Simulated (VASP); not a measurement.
An input for Ansatz (written as the equivalent of a VASP run, and not itself run):

Ansatz 0.2 input:
```yaml
crystal:
  lattice:
    - [3.1278403, 0.0000000, 0.0000000]
    - [-1.5639201, 2.7087894, 0.0000000]
    - [0.0000000, 0.0000000, 22.3250636]
  atoms:
    - { symbol: W, position: [0.3333330, 0.6666670, 0.6356528] }
    - { symbol: W, position: [0.6666670, 0.3333330, 0.3643472] }
    - { symbol: S, position: [0.3333330, 0.6666670, 0.2944037] }
    - { symbol: S, position: [0.6666670, 0.3333330, 0.7055963] }
    - { symbol: S, position: [0.6666670, 0.3333330, 0.5655928] }
    - { symbol: S, position: [0.3333330, 0.6666670, 0.4344072] }
kpoints:
  mp_grid: { grid: [9, 9, 2] }
hamiltonian:
  xc: lda
  pseudopotentials: { kind: paw }
scf:
  occupations: { method: tetrahedron }
  max_iter: 100
output: { forces: true, stress: true, eigenvalues: true }
```

Question: Write the VASP files for the same calculation (LDA).

Answer: Several could match; the one computed here: 
File POSCAR:
```
WS2
1
    3.1278402939     0.0000000000     0.0000000000
   -1.5639201469     2.7087894136     0.0000000000
    0.0000000000     0.0000000000    22.3250636147
W S
2 4
Direct
  0.3333330000   0.6666670000   0.6356527894
  0.6666670000   0.3333330000   0.3643472106
  0.3333330000   0.6666670000   0.2944036830
  0.6666670000   0.3333330000   0.7055963170
  0.6666670000   0.3333330000   0.5655928467
  0.3333330000   0.6666670000   0.4344071533
```

### INCAR
```
ISIF = 2
ALGO = Normal   # blocked Davidson
LCHARG = .TRUE.
LREAL = .FALSE.
LORBIT = 11   # lm-projected
PREC = Accurate
LEFG = .TRUE.
ENCUT = 400
LWAVE = .FALSE.
LASPH = .TRUE.   # aspherical one-centre terms
NELM = 100
ISMEAR = -5   # tetrahedra, Bloechl
EDIFF = 1E-7   # SCF stop (eV)
NEDOS = 601   # DOS grid
LMAXMIX = 6
SYSTEM = WS2
```

### KPOINTS
```
K-points
0
G
 9 9 2
0 0 0
```

POTCAR, in this order: W_sv S (LDA.64 set). Program: vasp_std.

The two are equivalent in intent, not identical: each code has its own PAW files, so the cut-off isn't converted (ENCUT is set for VASP's; basis.ecutwfc is left out, and Ansatz then takes the one that its files recommend); Ansatz stops its SCF on the density residual and VASP on the energy change (EDIFF); Ansatz's lda is the Perdew-Wang form, while the LDA potentials of VASP carry Perdew-Zunger's; the field gradients of LEFG aren't asked of the other code.

The cell is a sheet with vacuum, built from a database entry that may be metastable or hypothetical.
